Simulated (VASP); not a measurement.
Input:

```
SnGeSe2
1.0
    3.98484     0.00000     0.00000
    0.00000     4.33782     0.00000
    0.00000     0.00000    11.09996
Sn Ge Se
2 2 4
Direct
  0.50000   0.34614   0.39104
  0.50000   0.65386   0.89104
  0.00000   0.13590   0.62297
  0.00000   0.86410   0.12297
  0.00000   0.22089   0.84803
  0.00000   0.77911   0.34803
  0.50000   0.24910   0.13796
  0.50000   0.75090   0.63796
```

The numbers are results of PBEsol GGA, VASP's PBE PAW potentials (set 64) (plane waves; VASP), not measurements. Numerical set-up: 400 eV cut-off, Gaussian smearing of 0.050 eV, potentials Sn_d Ge_d Se.

Without a dispersion term in the relaxation, distances and binding between the weakly bound layers, chains or molecules are unreliable, and so is what depends on them. Unless said otherwise, spin-orbit coupling is left out, though it shifts the bands of the heavy elements here.

Problem. Predict the band gap (along the path) with the smallest direct gap where there is one.

Solution. 
* **band gap (along the path)**: 0.43 eV
* **smallest direct gap (along the path)**: 0.74 eV

Total energies compare only between runs with the same potentials, cut-off and functional.

The structure comes from a computed database's SnGeSe2 entry (Pmc2_1); how it stands against other phases isn't given here. It was relaxed first, which changed the volume by -9 %.
